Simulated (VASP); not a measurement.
All values below come from LDA (Ceperley-Alder, Perdew-Zunger), VASP's LDA PAW potentials (set 64) (plane waves; VASP).

Input for VASP

### POSCAR
```
Ni3Al
1
    3.5700000000     0.0000000000     0.0000000000
    0.0000000000     3.5700000000     0.0000000000
    0.0000000000     0.0000000000     3.5700000000
Al Ni
1 3
Direct
 -0.0070630000   0.0251130000  -0.0145530000
 -0.0010580000   0.4977140000   0.4973650000
  0.5013470000  -0.0074140000   0.5162200000
  0.5067740000   0.4845860000   0.0009680000
```

KPOINTS:
```
Automatic mesh
0
Gamma
7 7 7
0 0 0
```

### INCAR
```
! general
SYSTEM  = Ni3Al
PREC    = Accurate
ENCUT   = 300   ! plane-wave cut-off (eV)
LREAL   = .FALSE.   ! projection in real space or not
LASPH   = .TRUE.   ! aspherical one-centre terms

! electronic loop
EDIFF   = 1E-6   ! SCF stop (eV)
NELM    = 100
ALGO    = Normal
LMAXMIX = 4   ! l cut-off of mixed one-centre charges

! smearing
ISMEAR  = 0
SIGMA   = 0.1

! spin
ISPIN   = 2
MAGMOM  = 0.0 3*0.5

! ions
ISIF    = 2   ! forces and stress, cell fixed

! output
LWAVE   = .FALSE.
LCHARG  = .FALSE.
LORBIT  = 11
```

POTCAR, in this order: Al Ni (LDA.64 set). Program: vasp_std.

At this cut-off the stress carries a Pulay error, which pulls relaxed volumes low.

Q: Predict the energy per atom (σ→0), cell moment, pressure, largest force, band gap (on the k-mesh).

A: 
```yaml
energy per atom (σ→0): -6.403 eV/atom
cell_moment: 0.54 μB
band gap (on the k-mesh): none (metal, semimetal or under 0.01 eV)
pressure: -12.89 GPa
largest_force: 1.012 eV/Å
```

**OSZICAR**
```
...
DAV:  11    -0.256228119458E+02   -0.70551E-04   -0.70662E-03 18811   0.211E+00    0.384E-01
DAV:  12    -0.256221198016E+02    0.69214E-03   -0.19289E-03 18158   0.143E+00    0.184E-01
DAV:  13    -0.256223216954E+02   -0.20189E-03   -0.10426E-03 18916   0.614E-01    0.165E-01
DAV:  14    -0.256224381097E+02   -0.11641E-03   -0.35542E-04 16872   0.370E-01    0.737E-02
DAV:  15    -0.256224915735E+02   -0.53464E-04   -0.11632E-04 16982   0.149E-01    0.452E-02
DAV:  16    -0.256225038112E+02   -0.12238E-04   -0.42640E-05 17090   0.969E-02    0.122E-02
DAV:  17    -0.256225040295E+02   -0.21831E-06   -0.47159E-06 14402   0.342E-02
   1 F= -.25622504E+02 E0= -.25611687E+02  d E =-.216343E-01  mag=     0.5422
```

The structure is a typed Ni3Al crystal. The cell was not relaxed at this level, atoms are displaced from their ideal sites.
